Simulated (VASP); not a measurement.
Input:

```
GaP
1.0
    3.79921     0.00000     0.00000
   -1.89961     3.29021     0.00000
    0.00000     0.00000     6.25956
Ga P
2 2
Direct
  0.66667   0.33333   0.50004
  0.33333   0.66667   0.00004
  0.66667   0.33333   0.87396
  0.33333   0.66667   0.37396
```

Calculation: LDA (Ceperley-Alder, Perdew-Zunger), VASP's LDA PAW potentials (set 64) (plane waves; VASP 6.6.1). Numerical set-up: 400 eV cut-off, Gaussian smearing of 0.050 eV, potentials Ga_d P.

Task: Predict the band gap (along the path) with the smallest direct gap where there is one.

Result: 
```yaml
band gap (along the path): 1.29 eV
smallest direct gap (along the path): 1.29 eV
```

The absolute energy has meaning only against runs of the same code, potentials and settings.

The structure comes from a computed database's GaP entry (P6_3mc); how it stands against other phases isn't given here. It was relaxed first.
